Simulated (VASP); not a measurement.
## PmSe: equation of state with r2SCAN

The system is PmSe.

```
CELL_PARAMETERS angstrom
0.00000 2.96054 2.96054
2.96054 0.00000 2.96054
2.96054 2.96054 0.00000
ATOMIC_POSITIONS crystal
Pm 0.00000 0.00000 0.00000
Se 0.50000 0.50000 0.50000
```

The cell comes from a database or a generator and needn't be the stable form of this composition.

| Quantity | Value |
| --- | --- |
| Program | VASP 6.6.1 |
| Task | equation of state |
| Functional | r2SCAN |
| Potentials or basis | VASP PAW PBE potentials, release 64 (Pm, Se) |
| Cutoff | 520 eV |
| k mesh | 8 × 8 × 8 |
| Occupations | fermi-dirac, width 0.05 eV |
| Spin | collinear spin, ferromagnetic start |
| Starting moments | [4.0, 0.0] μB |
| Further INCAR settings | ALGO = Normal; EDIFF = 1e-06; NBANDS = 22 |

```json
{
 "Equilibrium volume": "27.69 Å³/atom (rough: see the caveat)",
 "Bulk modulus": "53 GPa (rough)"
}
```

Energy against volume, from the lowest point:
```csv
volume (Å³/atom),energy (meV/atom)
24.392,80.78
24.911,55.09
25.430,35.00
25.949,19.92
26.467,9.33
26.986,2.82
27.505,0.00
```

All runs of the series together: 15 min on 1 thread of Intel(R) Xeon(R) Platinum 8559C (Emerald Rapids) (shared host).

Caveat: the magnetic or orbital state may not be the lowest; the minimum lies outside the volumes run; the PAW data sets were made with another functional, which shifts forces and pressure a little; without U or exact exchange the open f shell lies at the Fermi level, which spoils levels, moments and volumes. The state reached can hang on the start; a lower one may exist.
